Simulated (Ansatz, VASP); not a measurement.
This is a calculation of K3Pd for VASP 6.6.1.

File INCAR:

```
SYSTEM = K3Pd
PREC = Accurate
ENCUT = 520
EDIFF = 1E-6
ISMEAR = 0
SIGMA = 0.02
LREAL = .FALSE.
LASPH = .TRUE.
NELM = 60
ALGO = Normal
ISIF = 2
LWAVE = .FALSE.
LCHARG = .TRUE.
GGA = RP
LELF = .TRUE.
LVHAR = .TRUE.
NBANDS = 26
```

KPOINTS

```
regular mesh
0
G
  5 5 5
  0 0 0
```

File POSCAR:

```
K3Pd
5.445
    1.000002387511      0.000000000000      0.000000000000
    0.000000000000      1.000002387511      0.000000000000
    0.000000000000      0.000000000000      1.000002387511
Pd K
1 3
Direct
    0.0000000000      0.0000000000      0.0000000000
    0.0000000000      0.5000000000      0.5000000000
    0.5000000000      0.0000000000      0.5000000000
    0.5000000000      0.5000000000      0.0000000000
```

Potentials or basis: VASP PAW PBE potentials, release 64 (Pd, K_sv).

Command:

```sh
$ cat potpaw_PBE.64/Pd/POTCAR potpaw_PBE.64/K_sv/POTCAR > POTCAR
$ mpirun -np 1 vasp_std > vasp.out
```

Translate it to Ansatz 0.2.0. Potentials there: Ansatz PAW.

As run (the cutoff follows the program's own potentials):

input.yaml

```yaml
crystal:
  lattice:
    - [5.445013, 0.0, 0.0]
    - [0.0, 5.445013, 0.0]
    - [0.0, 0.0, 5.445013]
  atoms:
    - { symbol: Pd, position: [0.0, 0.0, 0.0] }
    - { symbol: K, position: [0.0, 0.5, 0.5] }
    - { symbol: K, position: [0.5, 0.0, 0.5] }
    - { symbol: K, position: [0.5, 0.5, 0.0] }
hamiltonian:
  xc: rpbe
  pseudopotentials: { kind: paw }
kpoints:
  mp_grid: { grid: [5, 5, 5] }
scf:
  occupations: { method: gaussian, width: 0.02 }
output:
  forces: true
  stress: true
  eigenvalues: true
```

Potentials or basis: Ansatz PAW.

The run is started by

```console
$ ansatz run input.yaml --threads 2 --pin off --max-ram 5632MiB --backend cpu --events-out ev --progress --plain --runs-dir out
```

Both were run:

|  | VASP | Ansatz | Ansatz less VASP |
| --- | --- | --- | --- |
| gap on the k mesh at the Fermi level (eV) | none | none | - |
| pressure (GPa) | 0.9 | 0.9 | +0.01 |

A gap of «none» marks a metal or a gap that the smearing closes. The functional is the same, so the differences come from potentials, cutoffs and numerics. The two sets of potentials don't hold the same shells in valence.

Caveats: the PAW data sets were made with another functional, which shifts forces and pressure a little (VASP); the PAW data sets come from PBE, with cores solved anew for the run's functional, which leaves a small shift of forces and pressure (Ansatz).
